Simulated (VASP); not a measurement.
# Na: formation energy of a vacancy on the Na site, part 2 of 3

How easily does a vacancy on the Na site form in Na? The host is relaxed first, then a supercell is run with and without the defect.

VASP 6.6.1; PBEsol; plane waves and PAW (Na).

Still holding for the runs below: The k-mesh is coarse for a metal.

So far. Step 2 (Relaxing the host crystal): The run ended after 3 ionic steps, 0.002 eV below its first step, once forces and stress met EDIFFG = -0.02.

### 3. The supercell without the defect

System of this step: Na. The cell holds 54 atoms: 54 Na. Its edges and angles: a = 12.536 Å, b = 12.536 Å, c = 12.536 Å, α = 90.0°, β = 90.0°, γ = 90.0°. It derives from Na.

The same cell, mesh and cutoff without the defect give the energy to subtract and, in a gapped host, the band edges to count from, so that most errors cancel.

Input file INCAR:

```
SYSTEM = Na
PREC = Normal
ENCUT = 300
EDIFF = 1E-05
NELM = 120
ISMEAR = 1
SIGMA = 0.2
LREAL = Auto
ALGO = Fast
GGA = PS
LORBIT = 11
LWAVE = .FALSE.
LCHARG = .FALSE.
KPAR = 4
NCORE = 2
```

Input file POSCAR:

```
Na
1.0
   12.5364457464      0.0000000000      0.0000000000
    0.0000000000     12.5364457464      0.0000000000
    0.0000000000      0.0000000000     12.5364457464
Na
54
Direct
    0.0000000000      0.0000000000      0.0000000000
    0.3333333333      0.0000000000      0.0000000000
    0.6666666667      0.0000000000      0.0000000000
    0.0000000000      0.3333333333      0.0000000000
    0.0000000000      0.0000000000      0.3333333333
    0.1666666667      0.1666666667      0.1666666667
    0.3333333333      0.3333333333      0.0000000000
    0.3333333333      0.0000000000      0.3333333333
    0.5000000000      0.1666666667      0.1666666667
    0.6666666667      0.3333333333      0.0000000000
    0.6666666667      0.0000000000      0.3333333333
    0.8333333333      0.1666666667      0.1666666667
    0.0000000000      0.6666666667      0.0000000000
    0.0000000000      0.3333333333      0.3333333333
    0.1666666667      0.5000000000      0.1666666667
    0.3333333333      0.6666666667      0.0000000000
    0.0000000000      0.0000000000      0.6666666667
    0.1666666667      0.1666666667      0.5000000000
    0.3333333333      0.3333333333      0.3333333333
    0.5000000000      0.5000000000      0.1666666667
    0.6666666667      0.6666666667      0.0000000000
    0.3333333333      0.0000000000      0.6666666667
    0.5000000000      0.1666666667      0.5000000000
    0.6666666667      0.3333333333      0.3333333333
    0.8333333333      0.5000000000      0.1666666667
    0.6666666667      0.0000000000      0.6666666667
    0.8333333333      0.1666666667      0.5000000000
    0.0000000000      0.6666666667      0.3333333333
    0.1666666667      0.8333333333      0.1666666667
    0.0000000000      0.3333333333      0.6666666667
    0.1666666667      0.5000000000      0.5000000000
    0.3333333333      0.6666666667      0.3333333333
    0.5000000000      0.8333333333      0.1666666667
    0.1666666667      0.1666666667      0.8333333333
    0.3333333333      0.3333333333      0.6666666667
    0.5000000000      0.5000000000      0.5000000000
    0.6666666667      0.6666666667      0.3333333333
    0.8333333333      0.8333333333      0.1666666667
    0.5000000000      0.1666666667      0.8333333333
    0.6666666667      0.3333333333      0.6666666667
    0.8333333333      0.5000000000      0.5000000000
    0.8333333333      0.1666666667      0.8333333333
    0.0000000000      0.6666666667      0.6666666667
    0.1666666667      0.8333333333      0.5000000000
    0.1666666667      0.5000000000      0.8333333333
    0.3333333333      0.6666666667      0.6666666667
    0.5000000000      0.8333333333      0.5000000000
    0.5000000000      0.5000000000      0.8333333333
    0.6666666667      0.6666666667      0.6666666667
    0.8333333333      0.8333333333      0.5000000000
    0.8333333333      0.5000000000      0.8333333333
    0.1666666667      0.8333333333      0.8333333333
    0.5000000000      0.8333333333      0.8333333333
    0.8333333333      0.8333333333      0.8333333333
```

Input file KPOINTS:

```
Automatic mesh
0
Monkhorst-Pack
3 3 3
0 0 0
```

Potentials, in the order of the species: Na (PBE family, release 64).

The run is started by

```bash
$ mpirun -np 8 vasp_std
```

Output:

```text
[banner, memory and clock lines left out]
running    8 mpi-ranks, on    1 nodes
 distrk:  each k-point on    2 cores,    4 groups
 distr:  one band on    2 cores,    1 groups

 POSCAR found type information on POSCAR Na
 POSCAR found :  1 types and      54 ions
 [... a notice as in an earlier step ...]

 LDA part: xc-table for (Slater+PW92), standard interpolation
 POSCAR, INCAR and KPOINTS ok, starting setup
 FFT: planning ... GRIDC
 FFT: planning ... GRID_SOFT
 FFT: planning ... GRID
 WAVECAR not read
 entering main loop
       N       E                     dE             d eps       ncg     rms          rms(c)
DAV:   1    -0.257361728009E+02   -0.25736E+02   -0.79859E+03   440   0.384E+02
DAV:   2    -0.726201696822E+02   -0.46884E+02   -0.43838E+02   492   0.522E+01
DAV:   3    -0.754570782315E+02   -0.28369E+01   -0.26823E+01   577   0.110E+01
DAV:   4    -0.755471025641E+02   -0.90024E-01   -0.89593E-01   608   0.204E+00
DAV:   5    -0.755505388687E+02   -0.34363E-02   -0.34359E-02   593   0.336E-01    0.160E+00
RMM:   6    -0.755301237322E+02    0.20415E-01   -0.12873E-03   459   0.172E-01    0.107E+00
RMM:   7    -0.755032701796E+02    0.26854E-01   -0.37691E-03   486   0.320E-01    0.563E-02
RMM:   8    -0.755030888041E+02    0.18138E-03   -0.14312E-04   542   0.504E-02    0.111E-02
RMM:   9    -0.755030840309E+02    0.47732E-05   -0.43684E-05   518   0.196E-02
   1 F= -.75503084E+02 E0= -.75528166E+02  d E =0.752471E-01
```

Elapsed: 12 s, on 8 MPI ranks of Intel Xeon 6975P-C (Granite Rapids), shared host; peak memory 2.6 GiB.

From OUTCAR (step 3):

```text
  LATTYP: Found a simple cubic cell.
 ALAT       =    12.5364457464

The static configuration has the point symmetry O_h .

 Found      4 irreducible k-points:

   k-points           NKPTS =      4   k-points in BZ     NKDIM =      4   number of bands    NBANDS=     55

   dimension x,y,z NGX =    54 NGY =   54 NGZ =   54
   dimension x,y,z NGXF=   108 NGYF=  108 NGZF=  108

   ENCUT  =  300.0 eV  22.05 Ry    4.70 a.u.  17.70 17.70 17.70*2*pi/ulx,y,z

   NELECT =      54.0000    total number of electrons

 E-fermi :   0.5651

 k-point     1 :       0.0000    0.0000    0.0000
  band No.  band energies     occupation
    ...
     23       0.1755      2.01886
     24       0.1755      2.01886
     25       0.1755      2.01886
     26       0.1755      2.01886
     27       0.1755      2.01886
     28       1.1067     -0.00087
     29       1.1067     -0.00087
     30       1.1067     -0.00087
     31       1.1067     -0.00087
     32       1.1067     -0.00087
    ...

 k-point     2 :       0.3333    0.0000    0.0000
  band No.  band energies     occupation
    ...
     20      -0.0328      2.00020
     21      -0.0328      2.00020
     22      -0.0328      2.00020
     23      -0.0328      2.00020
     24      -0.0313      2.00021
     25       0.8907     -0.04353
     26       0.8907     -0.04353
     27       0.8907     -0.04353
     28       0.8907     -0.04353
     29       0.8954     -0.04137
    ...

  Total       -1.2863906     -1.2863906     -1.2863906     -0.0000000     -0.0000000     -0.0000000
  in kB       -1.0460686     -1.0460686     -1.0460686     -0.0000000     -0.0000000     -0.0000000
  external PRESSURE =      -1.0460686 kB  Pullay stress =       0.0000000 kB

  energy-cutoff  :      300.00
  volume of cell :     1970.26
      direct lattice vectors                 reciprocal lattice vectors
    12.536445746  0.000000000  0.000000000     0.079767425  0.000000000  0.000000000
     0.000000000 12.536445746  0.000000000     0.000000000  0.079767425  0.000000000
     0.000000000  0.000000000 12.536445746     0.000000000  0.000000000  0.079767425

 POSITION                                       TOTAL-FORCE (eV/Angst)
 -----------------------------------------------------------------------------------
      0.00000      0.00000      0.00000         0.000000     -0.000000      0.000000
      4.17882      0.00000      0.00000        -0.000000     -0.000000      0.000000
      8.35763      0.00000      0.00000         0.000000     -0.000000      0.000000
      0.00000      4.17882      0.00000         0.000000      0.000000      0.000000
      0.00000      0.00000      4.17882         0.000000     -0.000000      0.000000
      2.08941      2.08941      2.08941         0.000000     -0.000000      0.000000
      4.17882      4.17882      0.00000        -0.000000     -0.000000      0.000000
      4.17882      0.00000      4.17882         0.000000     -0.000000     -0.000000
      6.26822      2.08941      2.08941         0.000000     -0.000000      0.000000
      8.35763      4.17882      0.00000         0.000000      0.000000      0.000000
      8.35763      0.00000      4.17882         0.000000     -0.000000     -0.000000
     10.44704      2.08941      2.08941         0.000000     -0.000000      0.000000
      0.00000      8.35763      0.00000         0.000000     -0.000000      0.000000
      0.00000      4.17882      4.17882         0.000000      0.000000      0.000000
      2.08941      6.26822      2.08941         0.000000     -0.000000     -0.000000
      4.17882      8.35763      0.00000         0.000000     -0.000000      0.000000
      0.00000      0.00000      8.35763         0.000000     -0.000000      0.000000
      2.08941      2.08941      6.26822         0.000000     -0.000000      0.000000
      4.17882      4.17882      4.17882        -0.000000     -0.000000     -0.000000
      6.26822      6.26822      2.08941         0.000000     -0.000000      0.000000
      8.35763      8.35763      0.00000         0.000000     -0.000000      0.000000
      4.17882      0.00000      8.35763        -0.000000     -0.000000      0.000000
      6.26822      2.08941      6.26822         0.000000     -0.000000      0.000000
      8.35763      4.17882      4.17882         0.000000     -0.000000     -0.000000
     10.44704      6.26822      2.08941         0.000000     -0.000000      0.000000
      8.35763      0.00000      8.35763         0.000000     -0.000000      0.000000
     10.44704      2.08941      6.26822        -0.000000     -0.000000      0.000000
      0.00000      8.35763      4.17882         0.000000     -0.000000     -0.000000
      2.08941     10.44704      2.08941         0.000000     -0.000000      0.000000
      0.00000      4.17882      8.35763         0.000000      0.000000      0.000000
      2.08941      6.26822      6.26822         0.000000     -0.000000      0.000000
      4.17882      8.35763      4.17882        -0.000000     -0.000000     -0.000000
      6.26822     10.44704      2.08941         0.000000     -0.000000      0.000000
      2.08941      2.08941     10.44704         0.000000     -0.000000     -0.000000
      4.17882      4.17882      8.35763         0.000000      0.000000      0.000000
      6.26822      6.26822      6.26822         0.000000     -0.000000      0.000000
      8.35763      8.35763      4.17882         0.000000     -0.000000     -0.000000
     10.44704     10.44704      2.08941         0.000000     -0.000000      0.000000
[...]
-----------------------------------------------------------------------------------
    total drift:                                0.000000     -0.000000     -0.000000

  FREE ENERGIE OF THE ION-ELECTRON SYSTEM (eV)
  ---------------------------------------------------
  free  energy   TOTEN  =       -75.5030840309 eV

  energy  without entropy=      -75.5783310838  energy(sigma->0) =      -75.52816638

 total charge
# of ion       s       p       d       tot
------------------------------------------
    1        0.096   0.026   0.000   0.121
    2        0.096   0.026   0.000   0.121
    3        0.096   0.026   0.000   0.121
    4        0.096   0.026   0.000   0.121
    5        0.096   0.026   0.000   0.121
    6        0.096   0.026   0.000   0.121
    7        0.096   0.026   0.000   0.121
    8        0.096   0.026   0.000   0.121
    9        0.096   0.026   0.000   0.121
   10        0.096   0.026   0.000   0.121
   11        0.096   0.026   0.000   0.121
   12        0.096   0.026   0.000   0.121
   13        0.096   0.026   0.000   0.121
   14        0.096   0.026   0.000   0.121
   15        0.096   0.026   0.000   0.121
   16        0.096   0.026   0.000   0.121
   17        0.096   0.026   0.000   0.121
   18        0.096   0.026   0.000   0.121
   19        0.096   0.026   0.000   0.121
   20        0.096   0.026   0.000   0.121
   21        0.096   0.026   0.000   0.121
   22        0.096   0.026   0.000   0.121
   23        0.096   0.026   0.000   0.121
   24        0.096   0.026   0.000   0.121
   25        0.096   0.026   0.000   0.121
   26        0.096   0.026   0.000   0.121
   27        0.096   0.026   0.000   0.121
   28        0.096   0.026   0.000   0.121
   29        0.096   0.026   0.000   0.121
   30        0.096   0.026   0.000   0.121
   31        0.096   0.026   0.000   0.121
   32        0.096   0.026   0.000   0.121
   33        0.096   0.026   0.000   0.121
   34        0.096   0.026   0.000   0.121
   35        0.096   0.026   0.000   0.121
   36        0.096   0.026   0.000   0.121
   37        0.096   0.026   0.000   0.121
[...]
--------------------------------------------------
tot          5.177   1.377   0.000   6.554

[... 1 part as in an earlier step ...]

[... 5 further parts left out ...]
```

Numbers from this step:

| Property | Result |
| --- | --- |
| electronic cycles | 9 |
| electrons | 54 |
| free energy (TOTEN) | -75.5031 eV |
| energy at zero smearing | -75.5282 eV |
| Fermi energy | 0.5651 eV |

The host is treated as a metal, as its relaxation found a gap under 0.3 eV or none, and only the neutral defect is run.

(Part 2 of 3 ends here.)

[Lines on the potential files, build, host, timing and source positions are cut from VASP's logs without a mark.]

[Logs are printed without paths, hosts, clocks, repeated set-up lines and the standing remarks that a program may print on its own settings, such as how far it seeks lower states.]

[Hosts, paths, dates, database ids (printed as entryN), source tags and the programs' standing remarks are cut or masked in the printed files.]

[In band tables of VASP the shares of atoms and orbitals are scaled to a sum of 1 inside the atoms' spheres.]

[Runs that stopped without an error message from VASP are left out.]
